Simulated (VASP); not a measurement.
An input for Quantum ESPRESSO's pw.x (written as the equivalent of a VASP run, and not itself run):

```
&CONTROL
  calculation = 'vc-relax'
  pseudo_dir = './pseudo'
  outdir = './out'
  tprnfor = .true.
  tstress = .true.
  nstep = 60
  forc_conv_thr = 0.00078
/
&SYSTEM
  ibrav = 0
  nat = 4
  ntyp = 2
  ecutwfc = 98
  occupations = 'smearing'
  smearing = 'methfessel-paxton'
  degauss = 0.00735
  input_dft = 'vdw-df-cx'
/
&ELECTRONS
  conv_thr = 7.3e-08
  electron_maxstep = 100
/
&IONS
/
&CELL
/
ATOMIC_SPECIES
  Ni 58.693 Ni.upf
  Sb 121.760 Sb.upf
CELL_PARAMETERS angstrom
     1.9548608   -3.3859184   -0.0000000
     1.9548608    3.3859184   -0.0000000
     0.0000000   -0.0000000    5.1051620
ATOMIC_POSITIONS crystal
  Ni   0.0000000  0.0000000  0.5000000
  Ni   0.0000000  0.0000000  0.0000000
  Sb   0.3333330  0.6666670  0.2500000
  Sb   0.6666670  0.3333330  0.7500000
K_POINTS automatic
  8 8 6 0 0 0
```

Problem. Translate this input to VASP (INCAR, KPOINTS, POSCAR, choice of POTCAR).

Solution. Several could match; the one computed here: 
**KPOINTS**
```
K-points
0
gamma
8 8 6
0 0 0
```

**POSCAR**
```
NiSb
1
    1.9548608328    -3.3859184447    -0.0000000000
    1.9548608328     3.3859184447    -0.0000000000
    0.0000000000    -0.0000000000     5.1051620218
Ni Sb
2 2
Direct
  0.0000000000   0.0000000000   0.5000000000
  0.0000000000   0.0000000000   0.0000000000
  0.3333330000   0.6666670000   0.2500000000
  0.6666670000   0.3333330000   0.7500000000
```

INCAR:
```
SYSTEM = NiSb
PREC = Accurate
ENCUT = 520
EDIFF = 1E-6
NELM = 100
ALGO = Normal
LREAL = .FALSE.
LASPH = .TRUE.
ISMEAR = 1
SIGMA = 0.1
GGA = CX
LUSE_VDW = .TRUE.
AGGAC = 0.0
LMAXMIX = 4
LWAVE = .FALSE.
LCHARG = .FALSE.
IBRION = 2
ISIF = 3
NSW = 60
EDIFFG = -0.02
```

POTCAR, in this order: Ni Sb (PBE.64 set). Program: vasp_std.

The two are equivalent in intent, not identical: the potentials are each code's own (VASP's PAW set, PseudoDojo norm-conserving files in pw.x), so ENCUT and ecutwfc are chosen apart and not converted; conv_thr bounds pw.x's estimated SCF error, while EDIFF bounds the energy change between steps; forc_conv_thr acts on force components and is met together with etot_conv_thr.

The compound is NiSb in the NiAs type structure. This run relaxes it. Symmetry was kept, so distortions that lower it aren't found. The start is the result of an earlier pass.
